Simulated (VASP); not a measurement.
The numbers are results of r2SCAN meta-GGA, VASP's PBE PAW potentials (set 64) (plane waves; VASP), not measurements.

VASP input:

### KPOINTS
```
Automatic mesh
0
Gamma
6 6 6
0 0 0
```

File POSCAR:
```
Si
1.0
  4.7122017975   2.7205904076   1.8843733797
 -4.7122017343   2.7205905169   1.8843733797
 -0.0000000631  -5.4411819243   1.8843733797
Si
8
direct
  0.0162489796   0.7143626569   0.5179192579
  0.9837510204   0.2856373431   0.4820807421
  0.5179192579   0.0162489796   0.7143626569
  0.4820807421   0.9837510204   0.2856373431
  0.7143626569   0.5179192579   0.0162489796
  0.2856373431   0.4820807421   0.9837510204
  0.7130300263   0.7130300263   0.7130300264
  0.2869699737   0.2869699737   0.2869699736
```

### INCAR
```
SYSTEM=Si
PREC=Accurate; ENCUT=400; LREAL=.False.
LASPH=.True.
EDIFF=1E-7; NELM=100; ALGO=Normal
LMIXTAU=.True.
ISMEAR=-5
METAGGA=R2SCAN
ISIF=2
LWAVE=.False.; LCHARG=.False.; LORBIT=11
NEDOS=601
LEFG=.True.
```

**KPOINTS_OPT**
```
k-points along high-symmetry lines
12
Line-mode
Reciprocal
  0.000000   0.000000   0.000000 ! GAMMA
  0.500000   0.000000   0.000000 ! L

  0.500000   0.000000   0.000000 ! L
  0.500000  -0.500000   0.500000 ! T

  0.500000  -0.500000   0.500000 ! T
  0.246557  -0.753443   0.246557 ! P_0

  0.246557   0.246557   0.246557 ! P_2
  0.000000   0.000000   0.000000 ! GAMMA

  0.000000   0.000000   0.000000 ! GAMMA
  0.500000  -0.500000   0.000000 ! F
```

POTCAR, in this order: Si (PBE.64 set). Program: vasp_std.

The run wrote:

OSZICAR:
```
       N       E                     dE             d eps       ncg     rms          rms(c)
DAV:   1     0.352800242554E+02    0.35280E+02   -0.11108E+04  1680   0.107E+03
DAV:   2    -0.681736267763E+02   -0.10345E+03   -0.97442E+02  2193   0.161E+02
DAV:   3    -0.731113019135E+02   -0.49377E+01   -0.48183E+01  2150   0.334E+01
DAV:   4    -0.732073332616E+02   -0.96031E-01   -0.95571E-01  2093   0.532E+00
DAV:   5    -0.732097657757E+02   -0.24325E-02   -0.24314E-02  2053   0.731E-01    0.117E+01
DAV:   6    -0.679835352955E+02    0.52262E+01   -0.71464E-01  2013   0.479E+00    0.777E+00
DAV:   7    -0.683082220304E+02   -0.32469E+00   -0.12100E+00  1875   0.617E+00    0.142E+00
DAV:   8    -0.682533774755E+02    0.54845E-01   -0.97977E-01  1810   0.583E+00    0.571E-01
DAV:   9    -0.685400569900E+02   -0.28668E+00   -0.23931E-01  1780   0.340E+00    0.528E-01
DAV:  10    -0.686251432026E+02   -0.85086E-01   -0.62938E-02  1985   0.175E+00    0.347E-01
DAV:  11    -0.686133333455E+02    0.11810E-01   -0.28241E-02  1920   0.123E+00    0.781E-02
DAV:  12    -0.686122631129E+02    0.10702E-02   -0.24873E-03  1990   0.398E-01    0.383E-02
DAV:  13    -0.686128248426E+02   -0.56173E-03   -0.36917E-04  2030   0.131E-01    0.153E-02
DAV:  14    -0.686132129881E+02   -0.38815E-03   -0.34855E-04  1895   0.148E-01    0.102E-02
DAV:  15    -0.686132173282E+02   -0.43401E-05   -0.26431E-05  2078   0.324E-02    0.114E-02
DAV:  16    -0.686132122294E+02    0.50988E-05   -0.17351E-06  1985   0.106E-02    0.645E-03
DAV:  17    -0.686132130306E+02   -0.80120E-06   -0.14517E-06  1960   0.104E-02    0.417E-03
DAV:  18    -0.686132115121E+02    0.15185E-05   -0.12347E-06  1960   0.932E-03    0.370E-03
DAV:  19    -0.686132116459E+02   -0.13384E-06   -0.52318E-08  1130   0.202E-03    0.300E-03
DAV:  20    -0.686132119648E+02   -0.31887E-06   -0.30413E-08  1080   0.133E-03    0.107E-03
DAV:  21    -0.686132121727E+02   -0.20791E-06   -0.57342E-08  1020   0.238E-03    0.289E-04
DAV:  22    -0.686132121342E+02    0.38525E-07   -0.90420E-09  1000   0.900E-04
   1 F= -.68613212E+02 E0= -.68613212E+02  d E =0.000000E+00
       N       E                     dE             ncg
       N       E                     dE             ncg
```

### OUTCAR
```
------------------------ aborting loop because EDIFF is reached ----------------------------------------
  FORCE on cell =-STRESS in cart. coord.  units (eV):
  Direction    XX          YY          ZZ          XY          YZ          ZX
  --------------------------------------------------------------------------------------
  Total        0.0594675      0.0594675      0.1714606      0.0000002     -0.0000000      0.0000000
  in kB        0.6573319      0.6573318      1.8952634      0.0000027     -0.0000003      0.0000000
  external PRESSURE =       1.0699757 kB  Pullay stress =       0.0000000 kB
  volume of cell :      144.95
      direct lattice vectors                 reciprocal lattice vectors
     4.712201797  2.720590408  1.884373380     0.106107512  0.061261202  0.176893474
    -4.712201734  2.720590517  1.884373380    -0.106107510  0.061261205  0.176893474
    -0.000000063 -5.441181924  1.884373380    -0.000000001 -0.122522407  0.176893442
 POSITION                                       TOTAL-FORCE (eV/Angst)
 -----------------------------------------------------------------------------------
     -3.28965     -0.83040      2.35270         0.016696      0.003771     -0.001641
      3.28965      0.83040      3.30042        -0.016696     -0.003771      0.001641
      2.36397     -2.43372      2.35270        -0.011614      0.012573     -0.001641
     -2.36397      2.43372      3.30042         0.011614     -0.012573      0.001641
      0.92568      3.26412      2.35270        -0.005082     -0.016344     -0.001641
     -0.92568     -3.26412      3.30042         0.005082      0.016344      0.001641
      0.00000     -0.00000      4.03084        -0.000000      0.000000     -0.015148
      0.00000     -0.00000      1.62228         0.000000     -0.000000      0.015148
 -----------------------------------------------------------------------------------
    total drift:                               -0.000000     -0.000000      0.000000
  FREE ENERGIE OF THE ION-ELECTRON SYSTEM (eV)
  ---------------------------------------------------
  free  energy   TOTEN  =       -68.6132121342 eV

  energy  without entropy=      -68.6132121342  energy(sigma->0) =      -68.61321213

 total charge

# of ion       s       p       d       tot
------------------------------------------
    1        0.756   0.930   0.000   1.687
    2        0.756   0.930   0.000   1.687
    3        0.756   0.930   0.000   1.687
    4        0.756   0.930   0.000   1.687
    5        0.756   0.930   0.000   1.687
    6        0.756   0.930   0.000   1.687
    7        0.758   0.915   0.000   1.673
    8        0.758   0.915   0.000   1.673
--------------------------------------------------
tot          6.055   7.410   0.000  13.465
```
(Selected blocks of OUTCAR.)

For a metal the tetrahedron method with Blöchl corrections gives inexact stress and forces.

The structure comes from a computed database's Si entry (R-3); how it stands against other phases isn't given here. It was relaxed first.
